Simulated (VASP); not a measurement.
Method: PBE GGA, VASP's PBE PAW potentials (set 64) (plane waves; VASP).

VASP input:

### INCAR
```
SYSTEM = AgCl
PREC = Accurate
ENCUT = 400
EDIFF = 1E-6
NELM = 100
ALGO = Normal
LREAL = .FALSE.
LASPH = .TRUE.
ISMEAR = 0
SIGMA = 0.05
GGA = PE
LMAXMIX = 4
LWAVE = .FALSE.
LCHARG = .FALSE.
ISIF = 2
AMIX = 0.05
BMIX = 3.0
IMIX = 1
```

File KPOINTS:
```
Automatic mesh
0
Gamma
  7 7 7
```

POSCAR:
```
AgCl
1
    0.0000000000     2.8305000000     2.8305000000
    2.8305000000     0.0000000000     2.8305000000
    2.8305000000     2.8305000000     0.0000000000
Ag Cl
1 1
Direct
  0.0000000000   0.0000000000   0.0000000000
  0.5000000000   0.5000000000   0.5000000000
```

POTCAR, in this order: Ag Cl (PBE.64 set). Program: vasp_std.

The resulting files:

**OSZICAR**
```
...
DAV:  12    -0.550732735698E+01    0.92892E-02   -0.55621E-04   550   0.289E-01    0.387E+00
DAV:  13    -0.549882193631E+01    0.85054E-02   -0.52129E-04   545   0.276E-01    0.370E+00
DAV:  14    -0.549102652237E+01    0.77954E-02   -0.45079E-04   550   0.261E-01    0.353E+00
DAV:  15    -0.548387492371E+01    0.71516E-02   -0.42808E-04   545   0.250E-01    0.338E+00
DAV:  16    -0.547730857285E+01    0.65664E-02   -0.37033E-04   545   0.237E-01    0.322E+00
DAV:  17    -0.547127403337E+01    0.60345E-02   -0.35101E-04   540   0.227E-01    0.308E+00
DAV:  18    -0.546572387846E+01    0.55502E-02   -0.30309E-04   545   0.215E-01    0.295E+00
DAV:  19    -0.546061483276E+01    0.51090E-02   -0.28985E-04   540   0.206E-01    0.282E+00
DAV:  20    -0.545590851971E+01    0.47063E-02   -0.25042E-04   545   0.195E-01    0.269E+00
DAV:  21    -0.545156984050E+01    0.43387E-02   -0.23871E-04   540   0.188E-01    0.258E+00
DAV:  22    -0.544756735730E+01    0.40025E-02   -0.20648E-04   540   0.178E-01    0.246E+00
DAV:  23    -0.544387230892E+01    0.36950E-02   -0.19896E-04   540   0.171E-01    0.236E+00
DAV:  24    -0.544045915706E+01    0.34132E-02   -0.17206E-04   540   0.162E-01    0.225E+00
DAV:  25    -0.543730420381E+01    0.31550E-02   -0.16523E-04   540   0.156E-01    0.216E+00
DAV:  26    -0.543438648948E+01    0.29177E-02   -0.14442E-04   548   0.148E-01    0.206E+00
DAV:  27    -0.543168639701E+01    0.27001E-02   -0.13695E-04   548   0.142E-01    0.198E+00
DAV:  28    -0.542918655203E+01    0.24998E-02   -0.12155E-04   540   0.136E-01    0.189E+00
DAV:  29    -0.542687087250E+01    0.23157E-02   -0.11477E-04   548   0.131E-01    0.181E+00
DAV:  30    -0.542472482423E+01    0.21460E-02   -0.10221E-04   540   0.125E-01    0.173E+00
DAV:  31    -0.542273505587E+01    0.19898E-02   -0.96563E-05   548   0.120E-01    0.166E+00
DAV:  32    -0.542088943014E+01    0.18456E-02   -0.86232E-05   548   0.114E-01    0.159E+00
DAV:  33    -0.541917681109E+01    0.17126E-02   -0.81278E-05   553   0.110E-01    0.152E+00
DAV:  34    -0.541758704041E+01    0.15898E-02   -0.72613E-05   553   0.105E-01    0.146E+00
DAV:  35    -0.541611073555E+01    0.14763E-02   -0.68840E-05   553   0.101E-01    0.140E+00
DAV:  36    -0.541473939311E+01    0.13713E-02   -0.61831E-05   545   0.970E-02    0.134E+00
DAV:  37    -0.541346514947E+01    0.12742E-02   -0.58675E-05   553   0.935E-02    0.129E+00
DAV:  38    -0.541228082230E+01    0.11843E-02   -0.52653E-05   545   0.896E-02    0.123E+00
DAV:  39    -0.541117972877E+01    0.11011E-02   -0.49822E-05   553   0.863E-02    0.118E+00
DAV:  40    -0.541015580537E+01    0.10239E-02   -0.45156E-05   545   0.829E-02    0.113E+00
DAV:  41    -0.540920342023E+01    0.95239E-03   -0.42595E-05   545   0.799E-02    0.109E+00
DAV:  42    -0.540831741592E+01    0.88600E-03   -0.38718E-05   545   0.768E-02    0.104E+00
DAV:  43    -0.540749298877E+01    0.82443E-03   -0.36428E-05   545   0.741E-02    0.100E+00
DAV:  44    -0.540672576215E+01    0.76723E-03   -0.33406E-05   550   0.713E-02    0.961E-01
DAV:  45    -0.540601163145E+01    0.71413E-03   -0.31104E-05   545   0.688E-02    0.923E-01
DAV:  46    -0.540534684628E+01    0.66479E-03   -0.28988E-05   555   0.663E-02    0.886E-01
DAV:  47    -0.540472793719E+01    0.61891E-03   -0.26840E-05   555   0.639E-02    0.851E-01
DAV:  48    -0.540415167475E+01    0.57626E-03   -0.24943E-05   565   0.617E-02    0.817E-01
DAV:  49    -0.540361507101E+01    0.53660E-03   -0.23211E-05   555   0.596E-02    0.785E-01
DAV:  50    -0.540311536796E+01    0.49970E-03   -0.21691E-05   560   0.575E-02    0.754E-01
DAV:  51    -0.540265000829E+01    0.46536E-03   -0.20132E-05   555   0.555E-02    0.725E-01
DAV:  52    -0.540221661892E+01    0.43339E-03   -0.18848E-05   565   0.537E-02    0.696E-01
DAV:  53    -0.540181299875E+01    0.40362E-03   -0.17468E-05   560   0.518E-02    0.670E-01
DAV:  54    -0.540143709198E+01    0.37591E-03   -0.16348E-05   560   0.501E-02    0.644E-01
DAV:  55    -0.540108700502E+01    0.35009E-03   -0.15309E-05   565   0.484E-02    0.619E-01
DAV:  56    -0.540076097286E+01    0.32603E-03   -0.14228E-05   565   0.469E-02    0.596E-01
DAV:  57    -0.540045735542E+01    0.30362E-03   -0.13407E-05   565   0.453E-02    0.573E-01
DAV:  58    -0.540017463115E+01    0.28272E-03   -0.12395E-05   565   0.439E-02    0.552E-01
DAV:  59    -0.539991137335E+01    0.26326E-03   -0.11753E-05   565   0.425E-02    0.531E-01
DAV:  60    -0.539966627021E+01    0.24510E-03   -0.10858E-05   570   0.411E-02    0.511E-01
DAV:  61    -0.539943808542E+01    0.22818E-03   -0.10317E-05   565   0.398E-02    0.492E-01
DAV:  62    -0.539922568271E+01    0.21240E-03   -0.95273E-06   565   0.385E-02    0.474E-01
DAV:  63    -0.539902798889E+01    0.19769E-03   -0.90804E-06   570   0.373E-02    0.457E-01
DAV:  64    -0.539884401868E+01    0.18397E-03   -0.83827E-06   565   0.362E-02    0.440E-01
DAV:  65    -0.539867284065E+01    0.17118E-03   -0.80147E-06   570   0.351E-02    0.425E-01
DAV:  66    -0.539851359910E+01    0.15924E-03   -0.73821E-06   565   0.340E-02    0.409E-01
DAV:  67    -0.539836548556E+01    0.14811E-03   -0.70977E-06   570   0.330E-02    0.395E-01
DAV:  68    -0.539822775730E+01    0.13773E-03   -0.64926E-06   565   0.319E-02    0.381E-01
DAV:  69    -0.539809970727E+01    0.12805E-03   -0.62971E-06   570   0.310E-02    0.368E-01
DAV:  70    -0.539798069291E+01    0.11901E-03   -0.57367E-06   560   0.301E-02    0.355E-01
DAV:  71    -0.539787009736E+01    0.11060E-03   -0.55899E-06   570   0.292E-02    0.342E-01
DAV:  72    -0.539776736054E+01    0.10274E-03   -0.50746E-06   550   0.283E-02    0.331E-01
DAV:  73    -0.539767194564E+01    0.95415E-04   -0.49906E-06   555   0.275E-02    0.319E-01
DAV:  74    -0.539758337034E+01    0.88575E-04   -0.44915E-06   550   0.266E-02    0.308E-01
DAV:  75    -0.539750116063E+01    0.82210E-04   -0.44242E-06   545   0.259E-02    0.298E-01
DAV:  76    -0.539742489601E+01    0.76265E-04   -0.40093E-06   545   0.251E-02    0.288E-01
DAV:  77    -0.539735416548E+01    0.70731E-04   -0.39462E-06   540   0.244E-02    0.279E-01
DAV:  78    -0.539728860430E+01    0.65561E-04   -0.35780E-06   535   0.237E-02    0.269E-01
DAV:  79    -0.539722785318E+01    0.60751E-04   -0.35041E-06   530   0.230E-02    0.260E-01
DAV:  80    -0.539717159133E+01    0.56262E-04   -0.31968E-06   535   0.223E-02    0.252E-01
DAV:  81    -0.539711950707E+01    0.52084E-04   -0.31384E-06   530   0.218E-02    0.244E-01
DAV:  82    -0.539707131691E+01    0.48190E-04   -0.28001E-06   511   0.211E-02    0.236E-01
DAV:  83    -0.539702675129E+01    0.44566E-04   -0.29732E-06   530   0.207E-02    0.228E-01
DAV:  84    -0.539698557210E+01    0.41179E-04   -0.24894E-06   501   0.199E-02    0.221E-01
DAV:  85    -0.539694752536E+01    0.38047E-04   -0.26121E-06   485   0.196E-02    0.214E-01
DAV:  86    -0.539691241863E+01    0.35107E-04   -0.24557E-06   493   0.191E-02    0.207E-01
DAV:  87    -0.539688003255E+01    0.32386E-04   -0.22734E-06   456   0.185E-02    0.201E-01
DAV:  88    -0.539685018246E+01    0.29850E-04   -0.23606E-06   461   0.182E-02    0.195E-01
DAV:  89    -0.539682269901E+01    0.27483E-04   -0.20995E-06   456   0.176E-02    0.189E-01
DAV:  90    -0.539679740970E+01    0.25289E-04   -0.21340E-06   453   0.172E-02    0.183E-01
DAV:  91    -0.539677416928E+01    0.23240E-04   -0.18798E-06   424   0.167E-02    0.177E-01
DAV:  92    -0.539675283280E+01    0.21336E-04   -0.19003E-06   413   0.164E-02    0.172E-01
DAV:  93    -0.539673327450E+01    0.19558E-04   -0.16569E-06   392   0.158E-02    0.167E-01
DAV:  94    -0.539671535634E+01    0.17918E-04   -0.16300E-06   389   0.155E-02    0.162E-01
DAV:  95    -0.539669896964E+01    0.16387E-04   -0.15072E-06   392   0.150E-02    0.157E-01
DAV:  96    -0.539668399599E+01    0.14974E-04   -0.14067E-06   368   0.146E-02    0.152E-01
DAV:  97    -0.539667033484E+01    0.13661E-04   -0.13849E-06   376   0.143E-02    0.148E-01
DAV:  98    -0.539665789384E+01    0.12441E-04   -0.12755E-06   368   0.138E-02    0.144E-01
DAV:  99    -0.539664657913E+01    0.11315E-04   -0.12417E-06   368   0.135E-02    0.139E-01
DAV: 100    -0.539663631241E+01    0.10267E-04   -0.11797E-06   360   0.131E-02
   1 F= -.53966363E+01 E0= -.53966363E+01  d E =-.217741E-13
```

File OUTCAR:
```
------------------------ aborting loop EDIFF was not reached (unconverged)  ----------------------------
  FORCE on cell =-STRESS in cart. coord.  units (eV):
  Direction    XX          YY          ZZ          XY          YZ          ZX
  --------------------------------------------------------------------------------------
  Total       -0.2903015     -0.2903015     -0.2903015      0.0000000      0.0000000     -0.0000000
  in kB      -10.2551129    -10.2551129    -10.2551129      0.0000000      0.0000000     -0.0000000
  external PRESSURE =     -10.2551129 kB  Pullay stress =       0.0000000 kB
  volume of cell :       45.35
      direct lattice vectors                 reciprocal lattice vectors
     0.000000000  2.830500000  2.830500000    -0.176647235  0.176647235  0.176647235
     2.830500000  0.000000000  2.830500000     0.176647235 -0.176647235  0.176647235
     2.830500000  2.830500000  0.000000000     0.176647235  0.176647235 -0.176647235
  FREE ENERGIE OF THE ION-ELECTRON SYSTEM (eV)
  ---------------------------------------------------
  free  energy   TOTEN  =        -5.3966363124 eV

  energy  without entropy=       -5.3966363124  energy(sigma->0) =       -5.39663631
```
(Selected blocks of OUTCAR.)

**stdout**
```
...
DAV:  81    -0.539711950707E+01    0.52084E-04   -0.31384E-06   530   0.218E-02    0.244E-01
DAV:  82    -0.539707131691E+01    0.48190E-04   -0.28001E-06   511   0.211E-02    0.236E-01
DAV:  83    -0.539702675129E+01    0.44566E-04   -0.29732E-06   530   0.207E-02    0.228E-01
DAV:  84    -0.539698557210E+01    0.41179E-04   -0.24894E-06   501   0.199E-02    0.221E-01
DAV:  85    -0.539694752536E+01    0.38047E-04   -0.26121E-06   485   0.196E-02    0.214E-01
DAV:  86    -0.539691241863E+01    0.35107E-04   -0.24557E-06   493   0.191E-02    0.207E-01
DAV:  87    -0.539688003255E+01    0.32386E-04   -0.22734E-06   456   0.185E-02    0.201E-01
DAV:  88    -0.539685018246E+01    0.29850E-04   -0.23606E-06   461   0.182E-02    0.195E-01
DAV:  89    -0.539682269901E+01    0.27483E-04   -0.20995E-06   456   0.176E-02    0.189E-01
DAV:  90    -0.539679740970E+01    0.25289E-04   -0.21340E-06   453   0.172E-02    0.183E-01
DAV:  91    -0.539677416928E+01    0.23240E-04   -0.18798E-06   424   0.167E-02    0.177E-01
DAV:  92    -0.539675283280E+01    0.21336E-04   -0.19003E-06   413   0.164E-02    0.172E-01
DAV:  93    -0.539673327450E+01    0.19558E-04   -0.16569E-06   392   0.158E-02    0.167E-01
DAV:  94    -0.539671535634E+01    0.17918E-04   -0.16300E-06   389   0.155E-02    0.162E-01
DAV:  95    -0.539669896964E+01    0.16387E-04   -0.15072E-06   392   0.150E-02    0.157E-01
DAV:  96    -0.539668399599E+01    0.14974E-04   -0.14067E-06   368   0.146E-02    0.152E-01
DAV:  97    -0.539667033484E+01    0.13661E-04   -0.13849E-06   376   0.143E-02    0.148E-01
DAV:  98    -0.539665789384E+01    0.12441E-04   -0.12755E-06   368   0.138E-02    0.144E-01
DAV:  99    -0.539664657913E+01    0.11315E-04   -0.12417E-06   368   0.135E-02    0.139E-01
DAV: 100    -0.539663631241E+01    0.10267E-04   -0.11797E-06   360   0.131E-02

 -----------------------------------------------------------------------------
|                                                                             |
|           W    W    AA    RRRRR   N    N  II  N    N   GGGG   !!!           |
|           W    W   A  A   R    R  NN   N  II  NN   N  G    G  !!!           |
|           W    W  A    A  R    R  N N  N  II  N N  N  G       !!!           |
|           W WW W  AAAAAA  RRRRR   N  N N  II  N  N N  G  GGG   !            |
|           WW  WW  A    A  R   R   N   NN  II  N   NN  G    G                |
|           W    W  A    A  R    R  N    N  II  N    N   GGGG   !!!           |
|                                                                             |
|     The electronic self-consistency was not achieved in the given           |
|     number of steps (NELM). The forces and other quantities evaluated       |
|     might not be reliable so examine the results carefully. If you find     |
|     spurious results, we suggest increasing NELM, if you were close to      |
|     convergence or switching to a different ALGO or adjusting the           |
|     density mixing parameters otherwise.                                    |
|                                                                             |
 -----------------------------------------------------------------------------

   1 F= -.53966363E+01 E0= -.53966363E+01  d E =-.217741E-13
```

The run did not converge; its last values are not results.

The compound is AgCl in the rock salt structure. The cell was not relaxed at this level. The run is one of a series of settings (AMIX = 0.05, BMIX = 3.0, IMIX = 1 against the base run), some of them coarse on purpose.
